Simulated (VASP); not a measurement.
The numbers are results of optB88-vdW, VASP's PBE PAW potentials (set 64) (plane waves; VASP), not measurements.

VASP input:

INCAR:
```
SYSTEM=Pb
PREC=Accurate; ENCUT=520; LREAL=.FALSE.
LASPH=.TRUE.
EDIFF=1E-7; NELM=100; ALGO=Normal
LMAXMIX=4
ISMEAR=1; SIGMA=0.1
GGA=BO; LUSE_VDW=.TRUE.; AGGAC=0.0
PARAM1=0.1833333333; PARAM2=0.22
ISIF=2
LWAVE=.FALSE.; LCHARG=.FALSE.
```

### KPOINTS
```
kpoints
0
gamma
  13 13 13
```

POSCAR:
```
Pb
1
    0.0000000000     2.5051496226     2.5051496226
    2.5051496226     0.0000000000     2.5051496226
    2.5051496226     2.5051496226     0.0000000000
Pb
1
Direct
  0.0000000000   0.0000000000   0.0000000000
```

POTCAR, in this order: Pb_d (PBE.64 set). Program: vasp_std.

What will the output report for the number of irreducible k-points (NKPTS), largest plane-wave count, number of space-group operations, FFT grid (NGX, NGY, NGZ)?

```
Item                                          Result
--------------------------------------  ------------
number of irreducible k-points (NKPTS)            84
largest plane-wave count                         877
number of space-group operations                  48
FFT grid (NGX, NGY, NGZ)                28 × 28 × 28
```

The compound is Pb in the fcc structure. It was relaxed first.
